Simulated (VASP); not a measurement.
Here is the system:

```xyz
3
Lattice="4.7710 0.0000 0.0000 -2.3855 4.1318 0.0000 0.0000 0.0000 3.5360" Properties=species:S:1:pos:R:3 pbc="T T T"
Y      0.0000     0.0000     0.0000
Hg     0.0000     2.7545     1.7680
Hg     2.3855     1.3773     1.7680
```

All values below come from LDA (Ceperley-Alder, Perdew-Zunger), VASP's LDA PAW potentials (set 64) (plane waves; VASP). Run with 300 eV cut-off, 10×10×11 Γ-centred mesh, Fermi-Dirac smearing of 0.10 eV, potentials Y_sv Hg.

At this cut-off the stress carries a Pulay error, which pulls relaxed volumes low. Energy and stress use the plane-wave basis of the starting cell.

Task: The ions, cell shape and volume are relaxed. Predict the relaxed structure.

Result: 
```xyz
3
Lattice="4.7977 0.0000 0.0000 -2.3988 4.1549 0.0000 0.0000 0.0000 3.3470" Properties=species:S:1:pos:R:3 pbc="T T T"
Y     -2.3988     4.1549     0.0000
Hg     0.0000     2.7699     1.6735
Hg     2.3988     1.3850     1.6735
```
Space group P6/mmm (191), at a tolerance of 0.03 Å.

Task: How do energy and volume change from the first to the last step?

Result: The energy (σ→0) changes by -15.7 meV/atom and the volume by -4.3 %, in 8 ionic steps.

The structure comes from a measured YHg2 entry (P6/mmm) of the Crystallography Open Database, whose conditions weren't checked. This run relaxes it. Symmetry was kept, so distortions that lower it aren't found. The run is one of a series of settings (EDIFFG = -0.01, IBRION = 2, ISIF = 3, NSW = 50 against the base run), some of them coarse on purpose. The electron count is odd and the run is not spin-polarised, which forces a metal.
